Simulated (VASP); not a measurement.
Input:

```
CELL_PARAMETERS angstrom
      1.55677    -2.69641     0.00000
      1.55677     2.69641     0.00000
      0.00000     0.00000     4.98280
ATOMIC_POSITIONS crystal
  Al 0.66667 0.33333 0.50001
  Al 0.33333 0.66667 0.00001
  N  0.66667 0.33333 0.88199
  N  0.33333 0.66667 0.38199
```

Level of theory: AM05 GGA, VASP's PBE PAW potentials (set 64) (plane waves; VASP 6.6.1). Settings: 520 eV cut-off, 9×9×5 Γ-centred mesh, tetrahedra with Blöchl corrections, potentials Al N.

Q: Estimate the energy per atom (σ→0), band gap (on the k-mesh) with the smallest direct gap where there is one.

A: 
The band gap (on the k-mesh) is 4.18 eV and the smallest direct gap (on the k-mesh) is 4.18 eV. The energy per atom (σ→0) is -7.641 eV/atom.

The absolute energy has meaning only against runs of the same code, potentials and settings.

The compound is AlN in the wurtzite structure. It was relaxed first.
